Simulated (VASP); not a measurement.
Calculation: LDA (Ceperley-Alder, Perdew-Zunger), VASP's LDA PAW potentials (set 64) (plane waves; VASP).

VASP input:

**POSCAR**
```
CdSe
1
    4.2502579016    -0.0000000000     0.0000000000
   -2.1251289507     3.6808309911     0.0000000000
    0.0000000000    -0.0000000000     6.9342731718
Cd Se
2 2
Direct
  0.6666670000   0.3333330000   0.4999589379
  0.3333330000   0.6666670000   0.9999589379
  0.6666670000   0.3333330000   0.8759010621
  0.3333330000   0.6666670000   0.3759010621
```

INCAR:
```
SYSTEM = CdSe
PREC = Accurate
ENCUT = 400
EDIFF = 1E-8
NELM = 100
ALGO = Normal
LREAL = .FALSE.
LASPH = .TRUE.
ISMEAR = 0
SIGMA = 0.05
LMAXMIX = 4
LWAVE = .FALSE.
LCHARG = .FALSE.
IBRION = 1
ISIF = 2
NSW = 30
EDIFFG = -0.001
```

KPOINTS:
```
Automatic mesh
0
Gamma
6 6 3
0 0 0
```

POTCAR, in this order: Cd Se (LDA.64 set). Program: vasp_std.

What VASP printed:

File OSZICAR:
```
       N       E                     dE             d eps       ncg     rms          rms(c)
DAV:   1     0.215024965449E+03    0.21502E+03   -0.15175E+04   616   0.121E+03
DAV:   2    -0.320031130310E+01   -0.21823E+03   -0.21419E+03   694   0.327E+02
DAV:   3    -0.141676177784E+02   -0.10967E+02   -0.10936E+02   736   0.753E+01
DAV:   4    -0.142528710650E+02   -0.85253E-01   -0.85238E-01   706   0.643E+00
DAV:   5    -0.142536105028E+02   -0.73944E-03   -0.73942E-03   736   0.529E-01    0.100E+01
DAV:   6    -0.135620136145E+02    0.69160E+00   -0.15810E+00   780   0.136E+01    0.756E+00
DAV:   7    -0.135157165282E+02    0.46297E-01   -0.59130E-01   700   0.442E+00    0.248E+00
DAV:   8    -0.135058946966E+02    0.98218E-02   -0.86851E-02   652   0.329E+00    0.404E-01
DAV:   9    -0.135052768846E+02    0.61781E-03   -0.10419E-02   724   0.136E+00    0.133E-01
DAV:  10    -0.135051416393E+02    0.13525E-03   -0.77624E-04   766   0.371E-01    0.471E-02
DAV:  11    -0.135051555436E+02   -0.13904E-04   -0.75553E-05   658   0.666E-02    0.130E-02
DAV:  12    -0.135051546146E+02    0.92900E-06   -0.18737E-05   742   0.527E-02    0.790E-03
DAV:  13    -0.135051544018E+02    0.21286E-06   -0.26270E-06   694   0.207E-02    0.919E-04
DAV:  14    -0.135051544334E+02   -0.31614E-07   -0.16294E-07   730   0.240E-03    0.534E-04
DAV:  15    -0.135051544442E+02   -0.10788E-07   -0.87903E-08   748   0.291E-03    0.461E-04
DAV:  16    -0.135051544382E+02    0.59549E-08   -0.13518E-08   414   0.119E-03
   1 F= -.13505154E+02 E0= -.13505154E+02  d E =-.135052E+02
       N       E                     dE             d eps       ncg     rms          rms(c)
DAV:   1    -0.135051658967E+02   -0.11452E-04   -0.62735E-03   616   0.510E-01    0.163E-02
DAV:   2    -0.135051716785E+02   -0.57818E-05   -0.66264E-05   742   0.531E-02    0.587E-03
DAV:   3    -0.135051715796E+02    0.98841E-07   -0.46739E-07   682   0.504E-03    0.393E-03
DAV:   4    -0.135051715345E+02    0.45157E-07   -0.22875E-07   712   0.266E-03    0.513E-04
DAV:   5    -0.135051715357E+02   -0.11910E-08   -0.22417E-08   652   0.905E-04
   2 F= -.13505172E+02 E0= -.13505172E+02  d E =-.170974E-04
       N       E                     dE             d eps       ncg     rms          rms(c)
DAV:   1    -0.135051713563E+02    0.17814E-06   -0.59475E-03   616   0.496E-01    0.160E-02
DAV:   2    -0.135051768450E+02   -0.54887E-05   -0.63047E-05   718   0.518E-02    0.570E-03
DAV:   3    -0.135051767535E+02    0.91459E-07   -0.44518E-07   676   0.493E-03    0.380E-03
DAV:   4    -0.135051767119E+02    0.41590E-07   -0.21269E-07   700   0.256E-03    0.491E-04
DAV:   5    -0.135051767129E+02   -0.93496E-09   -0.20890E-08   652   0.876E-04
   3 F= -.13505177E+02 E0= -.13505177E+02  d E =-.517723E-05
```

### OUTCAR
```
------------------------ aborting loop because EDIFF is reached ----------------------------------------
  FORCE on cell =-STRESS in cart. coord.  units (eV):
  Direction    XX          YY          ZZ          XY          YZ          ZX
  --------------------------------------------------------------------------------------
  Total        0.0421095      0.0421095      0.0962459      0.0000000      0.0000000      0.0000000
  in kB        0.6219112      0.6219111      1.4214473      0.0000000      0.0000000      0.0000000
  external PRESSURE =       0.8884232 kB  Pullay stress =       0.0000000 kB
  volume of cell :      108.48
      direct lattice vectors                 reciprocal lattice vectors
     4.250257902  0.000000000  0.000000000     0.235279840  0.135838891  0.000000000
    -2.125128951  3.680830991  0.000000000     0.000000000  0.271677782  0.000000000
     0.000000000  0.000000000  6.934273172     0.000000000  0.000000000  0.144211221
  FREE ENERGIE OF THE ION-ELECTRON SYSTEM (eV)
  ---------------------------------------------------
  free  energy   TOTEN  =       -13.5051767129 eV

  energy  without entropy=      -13.5051767129  energy(sigma->0) =      -13.50517671

 reached required accuracy - stopping structural energy minimisation
```
(Selected blocks of OUTCAR.)

### CONTCAR
```
CdSe
   1.00000000000000
     4.2502579016000004    0.0000000000000000    0.0000000000000000
    -2.1251289507000002    3.6808309911000001    0.0000000000000000
     0.0000000000000000    0.0000000000000000    6.9342731718000001
  Cd              Se
     2     2
Direct
     0.6666669999999968    0.3333330000000032    0.5001104148814661
     0.3333330000000032    0.6666669999999968    1.0001104148814661
     0.6666669999999968    0.3333330000000032    0.8757495851185297
     0.3333330000000032    0.6666669999999968    0.3757495851185298
```

The structure comes from a computed database's CdSe entry (P6_3mc); how it stands against other phases isn't given here. This run relaxes the ions in a fixed cell. Symmetry was kept, so distortions that lower it aren't found. The start is the result of an earlier pass.
